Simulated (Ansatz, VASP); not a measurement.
**PtSe2 (1T-PtSe2 4 layers, AA) in two plane-wave programs**

Wanted: the spread between two codes on one cell, functional and k mesh. The structure shown is the start of the Ansatz relaxation below; VASP solves that cell, so the two are compared at the walk's first step.

Program: Ansatz 0.2.0. Level of theory: plane waves, with VASP 6.6.1 beside it; single point at PBE with D3(BJ). Results are calculated unless marked as measured.

### Step 1. Starting point

The cell holds 12 atoms: 8 Se and 4 Pt. Its edges and angles: a = 3.750 Å, b = 3.750 Å, c = 67.771 Å, α = 90.0°, β = 90.0°, γ = 120.0°. Vacuum lies along c.

### Step 2. Ansatz: relaxation, PBE with D3(BJ)

Ansatz runs on its PAW soft_1 files.

The two programs are compared at the cell with which this relaxation starts, whose forces are those of its first step.

Input file input.yaml:

```yaml
crystal:
  lattice:
    - [3.75, 0.0, 0.0]
    - [-1.875, 3.2475952642, 0.0]
    - [0.0, 0.0, 67.7708711829]
  atoms:
    - { symbol: Se, position: [0.6666666667, 0.3333333333, 0.3644633685] }
    - { symbol: Pt, position: [0.0, 0.0, 0.3811941391] }
    - { symbol: Se, position: [0.3333333333, 0.6666666667, 0.3979249097] }
    - { symbol: Se, position: [0.6666666667, 0.3333333333, 0.4436672758] }
    - { symbol: Pt, position: [0.0, 0.0, 0.4603980464] }
    - { symbol: Se, position: [0.3333333333, 0.6666666667, 0.477128817] }
    - { symbol: Se, position: [0.6666666667, 0.3333333333, 0.522871183] }
    - { symbol: Pt, position: [0.0, 0.0, 0.5396019536] }
    - { symbol: Se, position: [0.3333333333, 0.6666666667, 0.5563327242] }
    - { symbol: Se, position: [0.6666666667, 0.3333333333, 0.6020750903] }
    - { symbol: Pt, position: [0.0, 0.0, 0.6188058609] }
    - { symbol: Se, position: [0.3333333333, 0.6666666667, 0.6355366315] }
  periodic: [true, true, false]
kpoints:
  mp_grid: { grid: [12, 12, 1] }
hamiltonian:
  xc: pbe
  dispersion: d3bj
  pseudopotentials: { kind: paw, azcp: { folder: soft_1 } }
scf:
  occupations: { method: fermi_dirac, width: 0.05 }
  convergence: { dr2_threshold: 1.0e-09 }
relax:
  f_tol: 0.004
  max_steps: 90
  cell: {}
output:
  write_potential: true
  write_density: true
  volumetric_format: npy
```

Started as:

```console
$ ansatz run input.yaml --threads 4 --pin off --max-ram 12288MiB --backend cpu --events-out ev --progress --plain --runs-dir out
```

Numbers of over 12 decimals in the logs are rounded to 6 here.

Log:

```text
Warning: relax.cell: scf.convergence.dr2_threshold = 1e-9 eV is looser than the 1.49085670263e-10 eV advised for a relaxation that steers and ends on the stress (1e-10 eV for each atom of the cell: 12, times the square of relax.cell.stress_2d_tol = 0.05 N/m over 28.4 Å (the atoms' height at the walk's start and 5 Å past either face), 1.762e-2 GPa, over a crystal's default 0.05). What an SCF threshold leaves in a stress goes as its square root, and in the free energy as the threshold itself, and one threshold admits the most on a small cell: [figures from the program's tests cut] Set scf.convergence.dr2_threshold to 1.49085670263e-10 eV or tighter. [rest of the remark cut]
Engine: ansatz 0.2.0, x86_64-unknown-linux-gnu
Pseudopotentials: kind: paw
Pseudopotential: Se, paw, valence charge 16, recommended cutoff 420 eV (normal), soft_1/Se.paw.azcp
Pseudopotential: Pt, paw, valence charge 18, recommended cutoff 420 eV (normal), soft_1/Pt.paw.azcp
Functional definition: PBE
  parameter kappa = 0.804
  parameter beta = 0.066725
  exchange = pbe_x(kappa = kappa, mu = beta*pi^2/3)
  correlation = pbe_c(beta = beta)
Crystal: 12 atoms, lattice volume = 825.346 Å³
Basis set: ecut = 420 eV, 16223 PW (Γ), exchange–correlation on 54×54×960 points (8 copies of the dense FFT grid, shifted against one another)
Bands: 120, of which v1, the nominal top of the filled ones, is band 100 counted from 1 (99 counted from 0)
Symmetry: 12 space group operations
Space group: P-3m1 (ITA 164), of the structure as read, at distance tolerance 9.4e-5 Å
k-points: 19 of 144
Non-local potential: Se, projectors of the file, l = 0: 2, l = 1: 2, l = 2: 3, l = 3: 1
Non-local potential: Pt, projectors of the file, l = 0: 3, l = 1: 2, l = 2: 2, l = 3: 1
PAW form: soft (Blöchl's): semilocal exchange-correlation on the pseudo side does not see the compensation charge
PAW one-centre angular grid: Se, 590 points (default); XC on 64 Gauss nodes
PAW one-centre angular grid: Pt, 590 points (default); XC on 64 Gauss nodes
Initial density: superposition of atomic densities (neutral atoms: chi_scale 0, normalization atom)
Initial wavefunctions: pseudopotential atomic-orbital guess
Functional: x = pbe(κ = 0.804, μ = 0.219515), c = pbe(β = 0.066725)
SCF iter   1: F=—  HF=-93862.868750 eV  |F-HF|=—  |Δ(HF+E_count)|=         —  Δρ=4.37e-2  dr2=1.74e1  ethr=3.10e-3  ⟨swp⟩=11.3  Hψ=11669  notcnv=0  defer=54
preconditioner: auto → Resta (q_TF=auto, 2.154 Å⁻¹)  ε∞=2.5  [insulator: Δε(μ)=1.017 eV  Ē_g=10.017 eV  σ=0.050 eV  W_gap=1.00  n_scr=172 (ndim 8)  ℏωp=12.1 eV  f_vac=0.680  D(μ)=0.00/eV (n_scr^D=0)  ε∞_Penn≈2.5  vacuum switching on, ρ_ref=7.3e-3 e/Å³]
SCF iter   2: F=—  HF=-93860.933176 eV  |F-HF|=—  |Δ(HF+E_count)|=    1.94e0  Δρ=2.18e-2  dr2=6.54e0  ethr=3.10e-3  ⟨swp⟩=4.2  Hψ=5618  notcnv=0  defer=218
preconditioner: auto → LDOS  [metal: Δε(μ)=0.070 eV  Ē_g=10.415 eV  σ=0.050 eV  W_gap=0.32  n_scr=172 (ndim 8)  ℏωp=12.1 eV  f_vac=0.681  D(μ)=1.51/eV (n_scr^D=12)  β→1.0]
SCF iter   3: F=—  HF=-93859.666110 eV  |F-HF|=—  |Δ(HF+E_count)|=    1.27e0  Δρ=5.70e-3  dr2=1.56e-1  ethr=3.10e-3  ⟨swp⟩=3.0  Hψ=4221  notcnv=0  defer=195
SCF iter   4: F=—  HF=-93859.635318 eV  |F-HF|=—  |Δ(HF+E_count)|=   3.08e-2  Δρ=1.18e-3  dr2=4.26e-2  ethr=7.81e-5  ⟨swp⟩=4.5  Hψ=5327  notcnv=0  defer=198
SCF iter   5: F=—  HF=-93859.627409 eV  |F-HF|=—  |Δ(HF+E_count)|=   7.91e-3  Δρ=4.92e-4  dr2=9.86e-3  ethr=2.13e-5  ⟨swp⟩=2.9  Hψ=3509  notcnv=0  defer=198
SCF iter   6: F=—  HF=-93859.626306 eV  |F-HF|=—  |Δ(HF+E_count)|=   1.10e-3  Δρ=2.25e-4  dr2=4.53e-4  ethr=4.93e-6  ⟨swp⟩=3.0  Hψ=3452  notcnv=0  defer=198
SCF iter   7: F=—  HF=-93859.626414 eV  |F-HF|=—  |Δ(HF+E_count)|=   1.08e-4  Δρ=8.16e-5  dr2=3.09e-4  ethr=2.27e-7  ⟨swp⟩=3.5  Hψ=4814  notcnv=0  defer=198
SCF iter   8: F=—  HF=-93859.626391 eV  |F-HF|=—  |Δ(HF+E_count)|=   2.30e-5  Δρ=3.97e-5  dr2=2.03e-5  ethr=1.55e-7  ⟨swp⟩=2.7  Hψ=3205  notcnv=0  defer=198
SCF iter   9: F=—  HF=-93859.626434 eV  |F-HF|=—  |Δ(HF+E_count)|=   4.30e-5  Δρ=1.28e-5  dr2=1.49e-6  ethr=1.01e-8  ⟨swp⟩=4.1  Hψ=4704  notcnv=0  defer=198
SCF iter  10: F=—  HF=-93859.626638 eV  |F-HF|=—  |Δ(HF+E_count)|=   2.04e-4  Δρ=3.70e-6  dr2=1.29e-7  ethr=7.47e-10  ⟨swp⟩=2.8  Hψ=4054  notcnv=0  defer=198
SCF iter  11: F=—  HF=-93859.626638 eV  |F-HF|=—  |Δ(HF+E_count)|=   1.81e-7  Δρ=2.06e-6  dr2=6.07e-8  ethr=6.47e-11  ⟨swp⟩=3.9  Hψ=4357  notcnv=0  defer=198
[...]
SCF converged after 7 iterations
an eigenvalue changed by more than its tolerance at an iteration that met the thresholds in force, so the SCF went on 1 time: the last check found none over its tolerance
Free energy (F): -93861.226652 eV
Harris-Foulkes:  -93861.226652 eV  (|F-HF|=4.47e-8)
Internal energy: -93861.205931 eV  (E = F + TS)
E sigma→0 (E₀):  -93861.216291 eV
Entropy (-TS):   -0.020721 eV (-1.727 meV/atom)
Fermi energy:    -4.725176 eV
--- Per-component energies (eV) ---
  E_band       = -7424.732261
  E_kinetic    = 3269.914781
  E_local      = -3148394.785799  (includes V_loc(G=0)·N_el)
  E_nonlocal   = -2016.478758
  E_hartree    = 1572153.961063
  E_xc         = -1611.210302
  E_vxc        = -1810.313748  (∫ρ·V_xc dr)
  E_paw        = -54978.427044  (= ΣΔE_a)
  E_vpaw       = -2780.994062  (= ΣTr[D̂ρ^β])
  E_aug_tail   = 0.001456  (compensation charges beyond the density's cutoff)
  E_ewald      = 1537721.053954
  E_disp       = -5.235281  (pairwise vdW)
  E_smearing   = -0.020721  (= −TS)
  E_closure    = -0.000000  (closes the sum)
  Σ components = -93861.226652   (vs F -93861.226652, Δ=0.00e0)
--- Forces (eV/Å), atoms counted from 1 ---
  atom   1  Se    -0.00000000     0.00000000     0.00141389
  atom   2  Pt     0.00000000    -0.00000000     0.00018791
  atom   3  Se     0.00000000    -0.00000000    -0.00073367
  atom   4  Se     0.00000000     0.00000000    -0.00350833
  atom   5  Pt    -0.00000000     0.00000000     0.00019296
  atom   6  Se     0.00000000    -0.00000000     0.00306134
  atom   7  Se     0.00000000     0.00000000    -0.00306134
  atom   8  Pt     0.00000000    -0.00000000    -0.00019296
  atom   9  Se    -0.00000000    -0.00000000     0.00350833
  atom  10  Se     0.00000000     0.00000000     0.00073367
  atom  11  Pt     0.00000000     0.00000000    -0.00018791
  atom  12  Se     0.00000000    -0.00000000    -0.00141389
  max |Σ_I F_I| component: 7.52e-18 eV/Å
--- 2D stress c σ (N/m, compression-positive) ---
       -0.015165      -0.000000      -0.000000
       -0.000000      -0.015165      -0.000000
       -0.000000      -0.000000      -0.000000
  P = ½ c Tr σ = -0.0152 N/m
--- Band table (eV; the first three rows and the last of 19) ---
  k-point 0: bands = [... 96 lower, -5.7671, -5.7671, -5.2181, -4.4201, -3.5053, -3.5053, -3.1326, -3.1326, ... 16 higher]
  k-point 1: bands = [... 96 lower, -5.7496, -5.3382, -4.9078, -4.6211, -3.6658, -3.6458, -3.4687, -3.2473, ... 16 higher]
  k-point 2: bands = [... 96 lower, -5.7799, -5.6236, -5.1882, -4.8137, -4.0343, -3.8954, -3.8848, -3.7217, ... 16 higher]
  k-point 18: bands = [... 96 lower, -6.7432, -6.7432, -6.5039, -6.5039, -4.6482, -4.6482, -4.0923, -4.0923, ... 16 higher]
  the weakly bound empty levels are not read free of the cell's end (no_gap_told)
--- Relaxed structure (10 steps of the walk, 9 accepted, 1 SCFs on fresh bases) ---
  F+E_penalty+E_count = -93861.22665179 eV   max|allowed force component| = 3.508e-3 eV/Å   (the final SCF, on the basis selected at the relaxed cell)
  cell:  # Å, volume = 827.1717 Å³
    - [3.754144, 0, 0]
    - [-1.877072, 3.251184, 0]
    - [0, 0, 67.7708711829]
  atoms:
    - { symbol: Se, position: [0.666667, 0.333333, 0.372881] }
    - { symbol: Pt, position: [2.9819190710859825e-17, 8.519768774531366e-18, 0.392226] }
    - { symbol: Se, position: [0.333333, 0.666667, 0.411086] }
    - { symbol: Se, position: [0.666667, 0.333333, 0.445131] }
    - { symbol: Pt, position: [1.0145603905519198e-17, 2.8987439730054837e-18, 0.464152] }
    - { symbol: Se, position: [0.333333, 0.666667, 0.483174] }
    - { symbol: Se, position: [0.666667, 0.333333, 0.516826] }
    - { symbol: Pt, position: [-1.0145603905519198e-17, -2.898743973005484e-18, 0.535848] }
    - { symbol: Se, position: [0.333333, 0.666667, 0.554869] }
    - { symbol: Se, position: [0.666667, 0.333333, 0.588914] }
    - { symbol: Pt, position: [-2.9819190710859825e-17, -8.519768774531364e-18, 0.607774] }
    - { symbol: Se, position: [0.333333, 0.666667, 0.627119] }
```

In the SCF lines HF is the Harris–Foulkes energy and dr2 the Hartree energy of the density residual, in eV; the loop may stop once dr2 is under the threshold and the program's other checks hold. Hψ counts applications of the Hamiltonian.

(Part 1 of 2 ends here.)

[Lines on the potential files, build, host, timing and source positions are cut from VASP's logs without a mark.]

[Logs are printed without paths, hosts, clocks, repeated set-up lines and the standing remarks that a program may print on its own settings, such as how far it seeks lower states.]

[Hosts, paths, dates, database ids (printed as entryN), source tags and the programs' standing remarks are cut or masked in the printed files.]
